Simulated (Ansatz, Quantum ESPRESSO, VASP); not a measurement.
## CrO2 (P1, 6 atoms in the cell) computed with different codes at matched settings

Self-consistent single point, at a second geometry (atoms moved at random). First geometry:

```xyz
6
Lattice="4.4481 0.0000 0.0000 0.0000 4.5292 0.0000 0.0000 0.0000 2.9860" Properties=species:S:1:pos:R:3 pbc="T T T"
Cr     2.2240     2.2646     1.4930
Cr     0.0000     0.0000     0.0000
O      3.5272     0.8597     1.4930
O      0.9209     3.6695     1.4930
O      1.3031     1.4049     0.0000
O      3.1449     3.1244     0.0000
```
Moments meant for the start (each program seeds them in its own way; μB, in the order of the atoms Cr Cr O O O O): 3.0 3.0 0.0 0.0 0.0 0.0.

Second geometry:
```
CrO2
1.0
    4.44805     0.00000     0.00000
    0.00000     4.52924     0.00000
    0.00000     0.00000     2.98596
Cr O
2 4
Direct
  0.49380   0.50616   0.50097
  0.00401   0.99220   0.99611
  0.78412   0.19443   0.49772
  0.20294   0.81531   0.49574
  0.30321   0.31127   0.98763
  0.71192   0.68063   0.02184
```
Moments meant for the start (each program seeds them in its own way; μB, in the order of the atoms Cr Cr O O O O): 3.0 3.0 0.0 0.0 0.0 0.0.

Shared settings, as Ansatz (a first-principles code) writes them: kpoints.mp_grid.grid = 4 4 5; scf.occupations.method = gaussian; scf.occupations.width = 0.272 eV. Potentials and cutoffs stand in the table.

| code | model | ΔF from the first geometry (meV/atom) | pressure (GPa) | largest force (eV/Å) | size of the net moment (μB/atom) | cutoff |
|---|---|---|---|---|---|---|
| Ansatz | PBEsol, PAW files made with PBE | 20.3 | -17.47 | 1.320 | 0.67 | default |
| Quantum ESPRESSO | PBEsol, SSSP 1.1.2 efficiency (PBE) pseudopotentials | 20.3 | -17.16 | 1.324 | 0.67 | 55 Ry |
| VASP | PBEsol, VASP's PBE PAW potentials (set 64) | 20.5 | -23.97 | 1.323 | 0.67 | 400 eV |

Size of the force on each atom (eV/Å): Sizes of forces hide their directions.

```
code                Cr1    Cr2     O3     O4     O5     O6
----------------  -----  -----  -----  -----  -----  -----
Ansatz            1.075  1.320  1.178  0.188  0.562  0.902
Quantum ESPRESSO  1.072  1.324  1.178  0.191  0.562  0.901
VASP              1.069  1.323  1.183  0.197  0.575  0.915
```

On Ansatz's run: the magnetic order is the one reached from the typed start; others were not searched systematically.

The spread over the programs that give each value: ΔF from the first geometry within 0.2 meV/atom; pressure within 6.81 GPa; largest force within 0.004 eV/Å; size of the net moment within 0.00 μB/atom.

Ansatz's pressure is given at a fixed set of plane waves, as the other plane-wave codes print theirs; with its correction for the finite basis it is -16.92 GPa (the shift of 0.54 GPa shows how far the cutoff is from converged). In the pressure, VASP (by 6.50) lies more than 1 GPa from the median of the plane-wave programs.

The shared mesh is coarse (it stands for a supercell whose shortest vector is 15 Å), so the values are not converged in it.

VASP's run is marked for a possible Pulay error in its stress at this cutoff; no cutoff test was made.

The starting cell comes from a database of computed structures (which also holds hypothetical and non-ambient phases and stackings), without a prior relaxation at this level. For this run, on top of that: atoms moved at random.

Left out of this page: GPAW, FLEUR and SIESTA (not drawn, or without a comparable value); CP2K (failed or unconverged).

Keys are those of Ansatz 0.2.
